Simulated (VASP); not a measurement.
An input for Quantum ESPRESSO's pw.x (written as the equivalent of a VASP run, and not itself run):

```
&CONTROL
  calculation = 'scf'
  pseudo_dir = './pseudo'
  outdir = './out'
  tprnfor = .true.
  tstress = .true.
/
&SYSTEM
  ibrav = 0
  nat = 5
  ntyp = 3
  ecutwfc = 62.5
  occupations = 'smearing'
  smearing = 'gaussian'
  degauss = 0.000735
  input_dft = 'pbe'
/
&ELECTRONS
  conv_thr = 7.3e-08
  electron_maxstep = 100
/
ATOMIC_SPECIES
  Cs 132.905 Cs.upf
  Pb 207.200 Pb.upf
  Br 79.904 Br.upf
CELL_PARAMETERS angstrom
     5.9486300    0.0000000    0.0000000
     0.0000000    5.9486300    0.0000000
     0.0000000    0.0000000    5.9486300
ATOMIC_POSITIONS crystal
  Cs   0.0000000  0.0000000  0.0000000
  Pb   0.5000000  0.5000000  0.5000000
  Br   0.5000000  0.5000000  0.0000000
  Br   0.0000000  0.5000000  0.5000000
  Br   0.5000000  0.0000000  0.5000000
K_POINTS automatic
  4 4 4 0 0 0
```

Translate this input to VASP (INCAR, KPOINTS, POSCAR, choice of POTCAR).

One answer among several that fit: 
INCAR:
```
# general
SYSTEM  = CsPbBr3
PREC    = Accurate
ENCUT   = 210
LREAL   = .FALSE.
LASPH   = .TRUE.

# electronic loop
EDIFF   = 1E-6
NELM    = 100
ALGO    = Normal
LMAXMIX = 4

# smearing
ISMEAR  = 0
SIGMA   = 0.01

# functional
GGA     = PE

# ions
ISIF    = 2

# output
LWAVE   = .FALSE.
LCHARG  = .FALSE.
```

KPOINTS:
```
Automatic mesh
0
Gamma
4 4 4
0 0 0
```

**POSCAR**
```
CsPbBr3
1
    5.9486300000     0.0000000000     0.0000000000
    0.0000000000     5.9486300000     0.0000000000
    0.0000000000     0.0000000000     5.9486300000
Cs Pb Br
1 1 3
Direct
  0.0000000000   0.0000000000   0.0000000000
  0.5000000000   0.5000000000   0.5000000000
  0.5000000000   0.5000000000   0.0000000000
  0.0000000000   0.5000000000   0.5000000000
  0.5000000000   0.0000000000   0.5000000000
```

POTCAR, in this order: Cs_sv Pb_d Br (PBE.64 set). Program: vasp_std.

Limits of the translation: the potentials are each code's own (VASP's PAW set, PseudoDojo norm-conserving files in pw.x), so ENCUT and ecutwfc are chosen apart and not converted; conv_thr bounds pw.x's estimated SCF error, while EDIFF bounds the energy change between steps.

The structure comes from a computed database's CsPbBr3 entry; how it stands against other phases isn't given here. The cell was not relaxed at this level. The run is one of a series of settings (ENCUT = 210 against the base run), some of them coarse on purpose.
